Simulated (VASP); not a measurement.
Set up this calculation in VASP 6.6.1, as the native input.

* Task: relaxation of cell and atoms
* Functional: PBE
* Potentials or basis: VASP PAW PBE potentials, release 64 (Ag, F)
* Cutoff: 600 eV
* k mesh: 7 × 7 × 5
* Occupations: gaussian, width 0.05 eV
* Spin: no spin polarisation
* Further INCAR settings: ALGO = Normal; EDIFF = 1e-06; IBRION = 2; EDIFFG = -0.005; NSW = 60; ISIF = 3

The structure of AgF4 lies in POSCAR:

```
AgF4
1.0
    3.6206400000      0.0000000000      0.0000000000
    0.0000000000      3.6206400000      0.0000000000
    0.0000000000      0.0000000000      5.2994100000
Ag F
1 4
Direct
    0.0000000000      0.0000000000      0.0000000000
    0.5000000000      0.0000000000      0.2266600000
    0.0000000000      0.5000000000      0.7733400000
    0.5000000000      0.0000000000      0.7733400000
    0.0000000000      0.5000000000      0.2266600000
```

The cell was built by a generator and needn't be a form met in nature.

These files were run (other wordings do the same):

INCAR

```
PREC = Accurate
ENCUT = 600
EDIFF = 1E-6
ISMEAR = 0
SIGMA = 0.05
LREAL = F
LASPH = T
NELM = 80
ALGO = Normal
ISIF = 3
LWAVE = F
LCHARG = F
GGA = PE
IBRION = 2
NSW = 60
EDIFFG = -0.005
```

KPOINTS

```
Automatic mesh
0
Gamma
  7 7 5
```

Potentials or basis: VASP PAW PBE potentials, release 64 (Ag, F).

Launch:

```sh
$ cat potpaw_PBE.64/Ag/POTCAR potpaw_PBE.64/F/POTCAR > POTCAR
$ mpirun -np 1 vasp_std > vasp.out
```

Results of the run:

```
Relaxed volume                         : 13.01 Å³/atom
Relaxed cell                           : a = 3.640 Å, b = 3.640 Å, c = 4.909 Å, α = 90.00°, β = 90.00°, γ = 90.00°
Space group after relaxing (to 0.05 Å) : P4/mmm (No. 123)
Energy gained by relaxing              : 2.2 meV/atom
Ionic steps                            : 22
Pressure after relaxing                : 0.0 GPa
Largest force after relaxing           : 0.005 eV/Å
Band gap on the k mesh                 : none (metal or under the smearing width)
```

Caveat: an odd number of electrons without spin polarisation forces a metal; a magnetic or distorted state may lie lower.

It took 5.2 min on 1 thread of Intel(R) Xeon(R) 6975P-C (Granite Rapids) (shared host), peak memory 0.23 GiB.
